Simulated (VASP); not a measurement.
Input of a VASP 6.6.1 run:

INCAR

```
  PREC = Accurate
  ENCUT = 520
  EDIFF = 1E-6
  ISMEAR = -1
  SIGMA = 0.1
  LREAL = False
  LASPH = True
  NELM = 80
  ALGO = Fast
  ISIF = 2
  LWAVE = False
  LCHARG = False
  GGA = PE
  NBANDS = 38
```

File KPOINTS:

```
regular mesh
0
Gamma
  8 8 8
```

Contents of POSCAR:

```
YSn2Au2
1.0
    0.0000000000      4.5514870000      0.0000000000
    4.5514870000      0.0000000000      0.0000000000
    2.2757430000      2.2757430000     -5.3677260000
Y Sn Au
1 2 2
Direct
    0.0000000000      0.0000000000      0.0000000000
    0.3750000000      0.3750000000      0.2500000000
    0.6250000000      0.6250000000      0.7500000000
    0.7500000000      0.2500000000      0.5000000000
    0.2500000000      0.7500000000      0.5000000000
```

Potentials or basis: VASP PAW PBE potentials, release 64 (Y_sv, Sn_d, Au).

Command:

```console
$ cat potpaw_PBE.64/Y_sv/POTCAR potpaw_PBE.64/Sn_d/POTCAR potpaw_PBE.64/Au/POTCAR > POTCAR
$ mpirun -np 1 vasp_std > vasp.out
```

(1) Estimate the band gap on the k mesh.

(2) Predict the largest force.

Results:

(1) none (metal or under the smearing width).

(2) 0.741 eV/Å.
